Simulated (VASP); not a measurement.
Data:

```
AlAs
1.0
    3.68120     0.00000     0.00000
   -1.84060     3.18802     0.00000
    0.00000     0.00000     6.09717
Al As
2 2
Direct
  0.33333   0.66667   0.00150
  0.66667   0.33333   0.50150
  0.33333   0.66667   0.37350
  0.66667   0.33333   0.87350
```

Level of theory: PBEsol GGA, VASP's PBE PAW potentials (set 64) (plane waves; VASP). Run with 500 eV cut-off, 7×7×4 Γ-centred mesh, Gaussian smearing of 0.050 eV, potentials Al As.

Task: Estimate the energy per atom (σ→0), pressure.

Result: 
The energy per atom (σ→0) comes out as -4.646 eV/atom and the pressure is 30.01 GPa.

Total energies compare only between runs with the same potentials, cut-off and functional.

The structure was generated: AlAs was put into the wurtzite type (P6_3mc), which need not be its known phase. It was relaxed first under an external pressure of 30 GPa.
